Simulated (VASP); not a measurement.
A convergence study with VASP on Tl (space group no. 194 when undisturbed): one setting is varied, all else stays as given below, so the limit is that of these other settings. One atom is moved off its site, so that forces are finite.

```xyz
2
Lattice="1.7248 -2.9875 0.0000 1.7248 2.9875 0.0000 0.0000 0.0000 5.5034" Properties=species:S:1:pos:R:3 pbc="T T T"
Tl     1.7248     0.9958     1.4259
Tl     1.7248    -0.9958     4.1276
```

These are PBE GGA, VASP's PBE PAW potentials (set 64) (plane waves; VASP) values and carry that method's errors. The tightest run used: 300 eV cut-off, 21×21×12 Γ-centred mesh, Gaussian smearing of 0.10 eV, potentials Tl_d.

Question: The settings run are 2×2×1 mesh; 2×2×2 mesh; 3×3×2 mesh; 4×4×2 mesh; 4×4×3 mesh; 5×5×3 mesh; 6×6×3 mesh; 6×6×4 mesh; 7×7×4 mesh; 8×8×4 mesh; 9×9×5 mesh; 10×10×5 mesh; 12×12×7 mesh; 13×13×7 mesh; 14×14×8 mesh; 16×16×9 mesh; 17×17×10 mesh; 19×19×11 mesh; 21×21×12 mesh. From which on does the stress (every component) stay within 0.5 GPa of the tightest run?

Answer: From 14×14×8 mesh on: it is off by 0.09 there and by no more than 0.5 in any finer run, while 13×13×7 mesh is off by 0.66.
| setting | E (eV/atom) | pressure (GPa) | largest force (eV/Å) | irreducible k-points | difference judged (GPa) |
|---|---|---|---|---|---|
| 2×2×1 mesh | -2.0324 | 11.77 | 0.065 | 2 | 20.95 |
| 2×2×2 mesh | -2.8453 | 0.65 | 0.170 | 4 | 10.34 |
| 3×3×2 mesh | -1.8428 | 2.88 | 0.222 | 6 | 0.18 |
| 4×4×2 mesh | -2.1441 | 4.89 | 0.194 | 8 | 2.98 |
| 4×4×3 mesh | -2.1262 | 3.74 | 0.149 | 9 | 2.87 |
| 5×5×3 mesh | -2.1865 | 3.07 | 0.225 | 12 | 1.32 |
| 6×6×3 mesh | -2.1767 | 2.90 | 0.131 | 17 | 1.59 |
| 6×6×4 mesh | -2.1834 | 2.89 | 0.163 | 24 | 1.60 |
| 7×7×4 mesh | -2.1638 | 3.10 | 0.036 | 28 | 1.02 |
| 8×8×4 mesh | -2.1446 | 3.59 | 0.180 | 35 | 0.61 |
| 9×9×5 mesh | -2.1849 | 3.24 | 0.167 | 50 | 1.20 |
| 10×10×5 mesh | -2.1890 | 3.19 | 0.163 | 58 | 0.52 |
| 12×12×7 mesh | -2.1955 | 2.98 | 0.176 | 112 | 0.81 |
| 13×13×7 mesh | -2.1991 | 3.01 | 0.168 | 126 | 0.66 |
| 14×14×8 mesh | -2.1948 | 3.00 | 0.155 | 168 | 0.09 |
| 16×16×9 mesh | -2.1964 | 3.04 | 0.171 | 234 | 0.14 |
| 17×17×10 mesh | -2.1984 | 3.00 | 0.159 | 294 | 0.03 |
| 19×19×11 mesh | -2.1985 | 2.99 | 0.168 | 390 | 0.10 |
| 21×21×12 mesh | -2.1984 | 3.00 | 0.164 | 521 | 0.00 |

Left out are rungs that failed or repeat a setting and relaxations that didn't move; long series are thinned to 24 rows.

The structure is a typed Tl crystal (space group no. 194). The cell was not relaxed at this level, it is distorted from the ideal structure.
